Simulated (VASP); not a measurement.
```
MoTe2
1.0
    3.57262     0.00000     0.00000
   -1.78631     3.09398     0.00000
    0.00000     0.00000    27.19463
Te Mo
4 2
Cartesian
  0.00000   2.06265  11.86920
  0.00000   2.06265   8.18447
  1.78631   1.03132  19.01016
  1.78631   1.03132  15.32542
  1.78631   1.03132  10.02685
  0.00000   2.06265  17.16778
```

Computed with optB88-vdW, VASP's PBE PAW potentials (set 64) (plane waves; VASP). Run with PREC = Normal, EDIFF = 1E-5, 400 eV cut-off, 12×12×1 Γ-centred mesh, Gaussian smearing of 0.050 eV, potentials Te Mo_sv.

Q: The ions and cell shape at fixed volume are relaxed. What does this cell relax into?

A: 
```
MoTe2
1.0
    3.57060     0.00000     0.00000
   -1.78530     3.09223     0.00000
    0.00000     0.00000    27.22538
Te Mo
4 2
Cartesian
  0.00000   2.06149  11.85088
  0.00000   2.06149   8.22378
  1.78530   1.03074  19.00159
  1.78530   1.03074  15.37450
  1.78530   1.03074  10.03633
  0.00000   2.06149  17.18904
```

Q: How much energy does the relaxation gain?

A: The energy (σ→0) changes by -3.7 meV/atom, in 9 ionic steps.

| step | E(σ→0) (eV) | max force (eV/Å) | pressure (GPa) | volume (Å³) |
|---|---|---|---|---|
| 1 | -21.5786 | 0.389 | -0.97 | 300.60 |
| 2 | -21.5958 | 0.042 | -0.40 | 300.60 |
| 3 | -21.5966 | 0.073 | -0.46 | 300.60 |
| 4 | -21.5987 | 0.043 | -0.38 | 300.60 |
| 5 | -21.6004 | 0.056 | -0.17 | 300.60 |
| 6 | -21.6007 | 0.068 | -0.13 | 300.60 |
| 7 | -21.6007 | 0.064 | -0.15 | 300.60 |
| 8 | -21.6004 | 0.074 | -0.13 | 300.60 |
| 9 | -21.6009 | 0.020 | -0.14 | 300.60 |

The cell is a sheet with vacuum, built from MoTe2 (2H layered).
